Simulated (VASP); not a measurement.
A convergence study with VASP on Si (diamond): one setting is varied, all else stays as given below, so the limit is that of these other settings.

```
Si
1.0
    0.00000     2.71550     2.71550
    2.71550     0.00000     2.71550
    2.71550     2.71550     0.00000
Si
2
Cartesian
  0.00000   0.00000   0.00000
  1.35775   1.35775   1.35775
```

The numbers are results of PBE GGA, VASP's PBE PAW potentials (set 64) (plane waves; VASP 6.6.1), not measurements. The tightest run used: 550 eV cut-off, 17×17×17 Γ-centred mesh, tetrahedra with Blöchl corrections, potentials Si.

Gaps are read on the run's mesh, which can miss a band edge.

```csv
setting,E (eV/atom),pressure (GPa),gap on the mesh (eV),irreducible k-points
3×3×3 mesh,-5.1136,3.93,0.690,4
4×4×4 mesh,-5.3285,2.57,0.694,8
5×5×5 mesh,-5.3903,2.15,0.575,10
6×6×6 mesh,-5.4105,2.00,0.708,16
```

These are the cheaper rows. Estimate the results at 17×17×17 mesh, and how far the last row shown lies from them.

| quantity | tightest run | last row shown is off by |
|---|---|---|
| E (eV/atom) | -5.4225 | 0.0120 |
| pressure (GPa) | 1.93 | 0.07 |
| gap on the mesh (eV) | 0.575 | 0.133 |

Left out are rungs that failed or repeat a setting and relaxations that didn't move; long series are thinned to 24 rows.

The compound is Si in the diamond structure. The cell was not relaxed at this level.
